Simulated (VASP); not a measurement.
These are PBE GGA, VASP's PBE PAW potentials (set 64) (plane waves; VASP) values and carry that method's errors.

VASP ran on this input.

KPOINTS:
```
Automatic mesh
0
Gamma
12 12 12
0 0 0
```

File POSCAR:
```
NaF
1.0
  0.0000000000   2.3460490615   2.3460490615
  2.3460490615   0.0000000000   2.3460490615
  2.3460490615   2.3460490615   0.0000000000
Na F
1 1
direct
  0.0000000000   0.0000000000   0.0000000000
  0.5000000000   0.5000000000   0.5000000000
```

INCAR:
```
SYSTEM = NaF
PREC = Accurate; ENCUT = 520; LREAL = .False.
LASPH = .True.; NBANDS = 33
EDIFF = 1E-7; NELM = 100; ALGO = Normal
ISMEAR = 0; SIGMA = 0.01
GGA = PE
LWAVE = .False.; LCHARG = .False.; NEDOS = 1001
LOPTICS = .True.; CSHIFT = 0.1
```

POTCAR, in this order: Na_pv F (PBE.64 set). Program: vasp_std.

Question: Estimate the energy per atom (σ→0), band gap (on the k-mesh).

Answer: 
The energy per atom (σ→0) is -413.4 kJ/mol-atom and the band gap (on the k-mesh) is 6.10 eV.

### OSZICAR
```
...
DAV:   9    -0.856907795443E+01   -0.38427E-03   -0.13660E-03  5402   0.181E-01    0.797E-02
DAV:  10    -0.856920509859E+01   -0.12714E-03   -0.35764E-04  5501   0.790E-02    0.698E-03
DAV:  11    -0.856920423069E+01    0.86790E-06   -0.80627E-06  5589   0.301E-02    0.350E-03
DAV:  12    -0.856920556136E+01   -0.13307E-05   -0.11466E-06  5480   0.763E-03    0.240E-03
DAV:  13    -0.856920533230E+01    0.22906E-06   -0.15482E-07  5547   0.244E-03    0.255E-04
DAV:  14    -0.856920534361E+01   -0.11309E-07   -0.78279E-09  3659   0.413E-04
   1 F= -.85692053E+01 E0= -.85692053E+01  d E =-.266347E-11
 imaginary and real dielectric function
```

The compound is NaF in the rock salt structure. It was relaxed first.
